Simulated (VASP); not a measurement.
Output of a VASP run:

### OUTCAR
```
 ion  position               nearest neighbor table
   1  0.333  0.667  0.250-   2 2.69   2 2.69   2 2.73   2 2.73   2 2.77   2 2.77
   2  0.695  0.362  0.750-   1 2.69   1 2.69   1 2.73   1 2.73   1 2.77   1 2.77
  LATTYP: Found a base centered orthorhombic cell.
 ALAT       =     2.7973440000
 B/A-ratio  =     1.7259972317
 C/A-ratio  =     1.5758380092
 Subroutine PRICEL returns:
 Original cell was already a primitive cell.
 Subroutine GETGRP returns: Found  4 space group operations
The static configuration has the point symmetry C_1 .
 The point group associated with its full space group is C_2h.
The dynamic configuration has the point symmetry C_1 .
 Subroutine INISYM returns: Found  4 space group operations
 Subroutine IBZKPT returns following result:
 Found     26 irreducible k-points:

 Following reciprocal coordinates:
            Coordinates               Weight
  0.000000  0.000000  0.000000      1.000000
  0.200000  0.000000  0.000000      2.000000
  0.000000  0.200000  0.000000      2.000000
  0.400000 -0.000000  0.000000      2.000000
 -0.000000  0.400000  0.000000      2.000000
  0.200000  0.200000  0.000000      2.000000
  0.400000  0.200000  0.000000      2.000000
  0.200000  0.400000  0.000000      2.000000
 -0.400000  0.200000  0.000000      2.000000
  0.200000 -0.400000  0.000000      2.000000
 -0.200000  0.200000  0.000000      2.000000
  0.400000  0.400000  0.000000      2.000000
 -0.400000  0.400000  0.000000      2.000000
  0.000000  0.000000  0.333333      2.000000
  0.200000  0.000000  0.333333      4.000000
  0.000000  0.200000 -0.333333      4.000000
  0.400000 -0.000000  0.333333      4.000000
 -0.000000  0.400000 -0.333333      4.000000
  0.200000  0.200000  0.333333      4.000000
  0.400000  0.200000  0.333333      4.000000
  0.200000  0.400000 -0.333333      4.000000
 -0.400000  0.200000  0.333333      4.000000
  0.200000 -0.400000 -0.333333      4.000000
 -0.200000  0.200000  0.333333      4.000000
  0.400000  0.400000  0.333333      4.000000
 -0.400000  0.400000  0.333333      4.000000
   k-points           NKPTS =     26   k-points in BZ     NKDIM =     26   number of bands    NBANDS=     12
   number of dos      NEDOS =    301   number of ions     NIONS =      2
   total plane-waves  NPLWV =   9720
   dimension x,y,z NGX =    18 NGY =   18 NGZ =   30
   dimension x,y,z NGXF=    36 NGYF=   36 NGZF=   60
   ions per type =               2
   PREC   = accura    normal or accurate (medium, high low for compatibility)
   ISTART =      0    job   : 0-new  1-cont  2-samecut
   ICHARG =      2    charge: 1-file 2-atom 10-const
   ISPIN  =      1    spin polarized calculation?
   LNONCOLLINEAR =      F non collinear calculations
   LSORBIT =      F    spin-orbit coupling
   INIWAV =      1    electr: 0-lowe 1-rand  2-diag
   ENCUT  =  400.0 eV  29.40 Ry    5.42 a.u.   4.55  4.55  7.19*2*pi/ulx,y,z
   NELM   =    100;   NELMIN=  2; NELMDL= -5     # of ELM steps
   EDIFF  = 0.1E-05   stopping-criterion for ELM
   LREAL  =      F    real-space projection
   NLSPLINE    = F    spline interpolate recip. space projectors
   LMAXMIX     =    6 max onsite mixed and CHGCAR
   VOSKOWN=      0    Vosko Wilk Nusair interpolation
   EDIFFG = 0.1E-04   stopping-criterion for IOM
   NSW    =      0    number of steps for IOM
   NBLOCK =      1;   KBLOCK =      1    inner block; outer block
   IBRION =     -1    ionic relax: 0-MD 1-quasi-New 2-CG
   NFREE  =      0    steps in history (QN), initial steepest desc. (CG)
   ISIF   =      2    stress and relaxation
   ISYM   =      2    0-nonsym 1-usesym 2-fastsym
   TEIN   =    0.0    initial temperature
   TEBEG  =    0.0;   TEEND  =   0.0 temperature during run
   SMASS  =  -3.00    Nose mass-parameter (am)
   PSTRESS=    0.0 pullay stress
   NELECT =      16.0000    total number of electrons
   EFERMI =   0.00;   METHOD = LEGACY
   ISMEAR =     1;   SIGMA  =   0.10  broadening in eV -4-tet -1-fermi 0-gaus
   IALGO  =     38    algorithm
...
```

### OSZICAR
```
       N       E                     dE             d eps       ncg     rms          rms(c)
DAV:   1     0.784847751742E+02    0.78485E+02   -0.65591E+03   624   0.103E+03
DAV:   2    -0.180692125949E+02   -0.96554E+02   -0.86998E+02   664   0.354E+02
DAV:   3    -0.236884856110E+02   -0.56193E+01   -0.51455E+01   768   0.676E+01
DAV:   4    -0.238295840423E+02   -0.14110E+00   -0.14049E+00   672   0.105E+01
DAV:   5    -0.238314410089E+02   -0.18570E-02   -0.18564E-02   784   0.102E+00    0.204E+01
DAV:   6    -0.226446889014E+02    0.11868E+01   -0.14390E+00   704   0.109E+01    0.877E+00
DAV:   7    -0.223218563343E+02    0.32283E+00   -0.89912E-01   732   0.849E+00    0.352E-01
DAV:   8    -0.223165110011E+02    0.53453E-02   -0.78840E-03   656   0.665E-01    0.240E-01
DAV:   9    -0.223138407278E+02    0.26703E-02   -0.14825E-03   668   0.445E-01    0.559E-02
DAV:  10    -0.223138693189E+02   -0.28591E-04   -0.53066E-05   696   0.749E-02    0.125E-02
DAV:  11    -0.223138493519E+02    0.19967E-04   -0.39822E-06   660   0.219E-02    0.118E-03
DAV:  12    -0.223138484320E+02    0.91992E-06   -0.13444E-07   348   0.394E-03
   1 F= -.22313848E+02 E0= -.22313278E+02  d E =-.171167E-02
```

### OUTCAR
```
------------------------ aborting loop because EDIFF is reached ----------------------------------------
  FORCE on cell =-STRESS in cart. coord.  units (eV):
  Direction    XX          YY          ZZ          XY          YZ          ZX
  --------------------------------------------------------------------------------------
  Total       -3.2416037     -3.0701111     -1.7596189     -0.4243458      0.0000000      0.0000000
  in kB     -174.4661576   -165.2362666    -94.7043467    -22.8386920      0.0000000      0.0000000
  external PRESSURE =    -144.8022570 kB  Pullay stress =       0.0000000 kB
  volume of cell :       29.77
      direct lattice vectors                 reciprocal lattice vectors
     1.398672000 -2.414104000  0.000000000     0.357481954 -0.207116181  0.000000000
     1.398672000  2.414104000  0.000000000     0.357481954  0.207116181  0.000000000
     0.000000000  0.000000000  4.408161000     0.000000000  0.000000000  0.226851968
 POSITION                                       TOTAL-FORCE (eV/Angst)
 -----------------------------------------------------------------------------------
      1.39867      0.80470      1.10204         0.301619      0.042550      0.000000
      1.47912     -0.80470      3.30612        -0.301619     -0.042550      0.000000
 -----------------------------------------------------------------------------------
    total drift:                                0.000001      0.000000      0.000000
  FREE ENERGIE OF THE ION-ELECTRON SYSTEM (eV)
  ---------------------------------------------------
  free  energy   TOTEN  =       -22.3138484320 eV

  energy  without entropy=      -22.3121367653  energy(sigma->0) =      -22.31327788
```
(Selected blocks of OUTCAR.)

**POSCAR**
```
Os
1
    1.3986720000    -2.4141040000     0.0000000000
    1.3986720000     2.4141040000     0.0000000000
    0.0000000000     0.0000000000     4.4081610000
Os
2
Direct
  0.3333330000   0.6666670000   0.2500000000
  0.6954270000   0.3620930000   0.7500000000
```

Task: Reconstruct the remaining input files.

Result: Several could match; the one computed here: the input of the run itself, PBE GGA, plane waves, VASP's PBE PAW potentials (set 64).

### INCAR
```
SYSTEM = Os
PREC = Accurate
ENCUT = 400
EDIFF = 1E-6
NELM = 100
ALGO = Normal
LREAL = .FALSE.
LASPH = .TRUE.
ISMEAR = 1
SIGMA = 0.1
GGA = PE
LMAXMIX = 6
LWAVE = .FALSE.
LCHARG = .FALSE.
ISIF = 2
KSPACING = 0.6
KGAMMA = .TRUE.
```

POTCAR, in this order: Os (PBE.64 set). Program: vasp_std.

The compound is Os in the hcp structure. The cell was not relaxed at this level, atoms are displaced from their ideal sites. The run is one of a series of settings (KGAMMA = .TRUE., KSPACING = 0.6, KPOINTS file removed against the base run), some of them coarse on purpose.
